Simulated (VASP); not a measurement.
Output of a VASP run:

OSZICAR:
```
...
DAV:   3    -0.299985438336E+02   -0.25814E+00   -0.13821E+00  5904   0.135E+01    0.442E+00
DAV:   4    -0.300125867052E+02   -0.14043E-01   -0.13041E-01  6448   0.352E+00    0.246E+00
DAV:   5    -0.300015358299E+02    0.11051E-01   -0.56490E-02  7024   0.229E+00    0.133E+00
DAV:   6    -0.300015676421E+02   -0.31812E-04   -0.10428E-02  8112   0.105E+00    0.109E+00
DAV:   7    -0.300017821389E+02   -0.21450E-03   -0.29260E-03  5792   0.556E-01    0.518E-01
DAV:   8    -0.300018399588E+02   -0.57820E-04   -0.38454E-04  9440   0.202E-01    0.139E-01
DAV:   9    -0.300019167835E+02   -0.76825E-04   -0.36471E-04  5424   0.183E-01    0.148E-02
DAV:  10    -0.300019208939E+02   -0.41105E-05   -0.89915E-06  7424   0.284E-02    0.134E-02
DAV:  11    -0.300019261721E+02   -0.52781E-05   -0.23049E-06  5704   0.143E-02    0.449E-03
DAV:  12    -0.300019257983E+02    0.37377E-06   -0.11933E-07  3856   0.356E-03    0.116E-03
DAV:  13    -0.300019255538E+02    0.24445E-06   -0.43399E-08  2920   0.209E-03    0.663E-04
DAV:  14    -0.300019258348E+02   -0.28100E-06   -0.17103E-08  2832   0.126E-03    0.374E-04
DAV:  15    -0.300019258791E+02   -0.44216E-07   -0.53656E-09  2768   0.572E-04
   2 F= -.28564315E+02 E0= -.28564430E+02  d E =-.402918E-01  mag=     0.0000
       N       E                     dE             d eps       ncg     rms          rms(c)
DAV:   1    -0.308777044640E+02   -0.87578E+00   -0.17502E+01  5536   0.639E+01    0.592E+01
DAV:   2    -0.300857057305E+02    0.79200E+00   -0.76225E+00  6128   0.270E+01    0.682E+01
DAV:   3    -0.300797562534E+02    0.59495E-02   -0.12742E-01  6224   0.418E+00    0.199E+01
DAV:   4    -0.300906578528E+02   -0.10902E-01   -0.27844E-02  6832   0.166E+00    0.132E+01
DAV:   5    -0.300881481252E+02    0.25097E-02   -0.57036E-02  6800   0.259E+00    0.552E-01
DAV:   6    -0.300904852260E+02   -0.23371E-02   -0.59612E-03  6576   0.837E-01    0.141E+00
DAV:   7    -0.300901271973E+02    0.35803E-03   -0.62724E-04  6320   0.249E-01    0.263E-01
DAV:   8    -0.300901612527E+02   -0.34055E-04   -0.39384E-05  7376   0.552E-02    0.308E-02
DAV:   9    -0.300901686623E+02   -0.74096E-05   -0.11318E-05  7568   0.255E-02    0.291E-02
DAV:  10    -0.300901731991E+02   -0.45368E-05   -0.23983E-06  6320   0.151E-02    0.171E-02
DAV:  11    -0.300901721547E+02    0.10444E-05   -0.16404E-07  5288   0.412E-03    0.796E-03
DAV:  12    -0.300901710047E+02    0.11500E-05   -0.27774E-08  2960   0.197E-03    0.126E-03
DAV:  13    -0.300901709989E+02    0.58235E-08   -0.16382E-08  2784   0.121E-03
   3 F= -.28587634E+02 E0= -.28587445E+02  d E =-.636104E-01  mag=    -0.0000
       N       E                     dE             d eps       ncg     rms          rms(c)
DAV:   1    -0.300888239958E+02    0.13470E-02   -0.20656E-02  5440   0.216E+00    0.345E-01
DAV:   2    -0.300877488125E+02    0.10752E-02   -0.61146E-03  5888   0.891E-01    0.212E-01
DAV:   3    -0.300879056132E+02   -0.15680E-03   -0.19259E-04  5968   0.157E-01    0.685E-02
DAV:   4    -0.300878906308E+02    0.14982E-04   -0.11822E-05  6688   0.356E-02    0.336E-02
DAV:   5    -0.300878828533E+02    0.77775E-05   -0.58049E-06  5840   0.274E-02    0.221E-02
DAV:   6    -0.300878763087E+02    0.65446E-05   -0.28161E-06  6536   0.178E-02    0.122E-02
DAV:   7    -0.300878713729E+02    0.49357E-05   -0.11618E-06  6016   0.120E-02    0.402E-03
DAV:   8    -0.300878715516E+02   -0.17864E-06   -0.17166E-07  4704   0.487E-03    0.102E-03
DAV:   9    -0.300878715939E+02   -0.42350E-07   -0.27330E-08  2768   0.163E-03
   4 F= -.28587645E+02 E0= -.28587478E+02  d E =-.636215E-01  mag=     0.0000
```

File OUTCAR:
```
------------------------ aborting loop because EDIFF is reached ----------------------------------------
  FORCE on cell =-STRESS in cart. coord.  units (eV):
  Direction    XX          YY          ZZ          XY          YZ          ZX
  --------------------------------------------------------------------------------------
  Total        1.5061475      1.5061475      1.5061475      0.0000000      0.0000000      0.0000000
  in kB      100.3946662    100.3946662    100.3946662      0.0000000      0.0000000      0.0000000
  external PRESSURE =       0.3946662 kB  Pullay stress =     100.0000000 kB
  volume of cell :       24.04
      direct lattice vectors                 reciprocal lattice vectors
     2.885952320 -0.000000000  0.000000000     0.346506071 -0.000000000  0.000000000
     0.000000000  2.885952320  0.000000000     0.000000000  0.346506071  0.000000000
    -0.000000000 -0.000000000  2.885952320    -0.000000000 -0.000000000  0.346506071
 POSITION                                       TOTAL-FORCE (eV/Angst)
 -----------------------------------------------------------------------------------
      2.88595      2.88595      2.88595        -0.000000      0.000000      0.000000
      1.44298      1.44298      1.44298         0.000000     -0.000000      0.000000
 -----------------------------------------------------------------------------------
    total drift:                                0.000000      0.000000     -0.000000
  FREE ENERGIE OF THE ION-ELECTRON SYSTEM (eV)
  ---------------------------------------------------
  free  energy   TOTEN  =       -30.0878715939 eV

  energy  without entropy=      -30.0873712224  energy(sigma->0) =      -30.08770480
  enthalpy is  TOTEN    =       -28.5876449553 eV   P V=        1.5002266387

 total charge

# of ion       s       p       d       tot
------------------------------------------
    1        0.683   6.398   4.138  11.219
    2        0.683   6.398   4.138  11.219
--------------------------------------------------
tot          1.367  12.795   8.276  22.438

 magnetization (x)

# of ion       s       p       d       tot
------------------------------------------
    1        0.079   0.037   2.217   2.333
    2       -0.079  -0.037  -2.217  -2.333
--------------------------------------------------
tot         -0.000   0.000   0.000  -0.000

 reached required accuracy - stopping structural energy minimisation
```
(Selected blocks of OUTCAR.)

### POSCAR
```
Cr
1
    2.9614736429     0.0000000000     0.0000000000
    0.0000000000     2.9614736429     0.0000000000
    0.0000000000     0.0000000000     2.9614736429
Cr
2
Direct
  0.0000000000   0.0000000000   0.0000000000
  0.5000000000   0.5000000000   0.5000000000
```

**Question.** Reconstruct the remaining input files.

**Answer.** One answer among several that fit: the input of the run itself, r2SCAN meta-GGA, plane waves, VASP's PBE PAW potentials (set 64).

File KPOINTS:
```
Automatic
0
Gamma
12 12 12
```

INCAR:
```
SYSTEM = Cr
PREC = Accurate; ENCUT = 480; LREAL = F
LASPH = T
EDIFF = 1E-7; NELM = 100; ALGO = Normal
LMAXMIX = 4; LMIXTAU = T
ISMEAR = 1; SIGMA = 0.1
METAGGA = R2SCAN
MAGMOM = 2.7 -2.7
ISPIN = 2
IBRION = 2; NSW = 40; ISIF = 3
EDIFFG = -0.01; PSTRESS = 100
LWAVE = F; LCHARG = F; LORBIT = 10
```

POTCAR, in this order: Cr_pv (PBE.64 set). Program: vasp_std.

Energy and stress use the plane-wave basis of the starting cell.

The compound is Cr in the bcc, AFM order structure. This run relaxes it under an external pressure of 10 GPa. Symmetry was kept, so distortions that lower it aren't found.
